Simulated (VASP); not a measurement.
Level of theory: PBE GGA, VASP's PBE PAW potentials (set 64) (plane waves; VASP).

VASP input:

INCAR:
```
PREC=Accurate
NELM=100
EDIFF=1E-6   # SCF stop (eV)
ENCUT=400   # plane-wave cut-off (eV)
ALGO=Normal   # blocked Davidson
LCHARG=.FALSE.
LASPH=.TRUE.   # aspherical one-centre terms
SIGMA=0.1   # width (eV)
LMAXMIX=6   # l cut-off of mixed one-centre charges
LWAVE=.FALSE.
ISIF=2   # forces and stress, cell fixed
GGA=PE   # PBE
ISMEAR=1   # Methfessel-Paxton
SYSTEM=YbSi2
LREAL=.FALSE.
```

POSCAR:
```
YbSi2
1
   -1.7833570000     1.7833570000     4.3648420000
    1.7833570000    -1.7833570000     4.3648420000
    1.7833570000     1.7833570000    -4.3648420000
Yb Si
1 2
Direct
  0.0000000000   0.0000000000   0.0000000000
  0.3353000000   0.3353000000   0.0000000000
  0.6647000000   0.6647000000   0.0000000000
```

KPOINTS:
```
Regular mesh
0
Gamma
9 9 9
0 0 0
```

POTCAR, in this order: Yb_2 Si (PBE.64 set). Program: vasp_std.

The 4f electrons are frozen in the core of the lanthanide potential, so 4f levels, which can set the real gap, and their magnetism are missing.

**Question.** Estimate the energy per atom (σ→0), pressure, largest force, band gap (on the k-mesh).

**Answer.** 
The energy per atom (σ→0) is -3.817 eV/atom and the band gap (on the k-mesh) is none (metal, semimetal or under 0.01 eV). The pressure comes out as 7.84 GPa and the largest force comes out as 1.583 eV/Å.

**OSZICAR**
```
...
DAV:   4    -0.114323691521E+02   -0.15928E-01   -0.15438E-01  2096   0.271E+00
DAV:   5    -0.114325671404E+02   -0.19799E-03   -0.19792E-03  2232   0.322E-01    0.211E+01
DAV:   6    -0.114383573261E+02   -0.57902E-02   -0.13957E-02  2084   0.783E-01    0.124E+01
DAV:   7    -0.114514709269E+02   -0.13114E-01   -0.20262E-02  2152   0.102E+00    0.370E-01
DAV:   8    -0.114513643695E+02    0.10656E-03   -0.88498E-04  2140   0.201E-01    0.143E-01
DAV:   9    -0.114513615637E+02    0.28058E-05   -0.68724E-05  2104   0.596E-02    0.410E-02
DAV:  10    -0.114513618787E+02   -0.31499E-06   -0.66063E-06  2108   0.210E-02
   1 F= -.11451362E+02 E0= -.11451009E+02  d E =-.105788E-02
```

The structure was generated: YbSi2 was put into the MoSi2 type (I4/mmm), which need not be its known phase. The cell was not relaxed at this level.
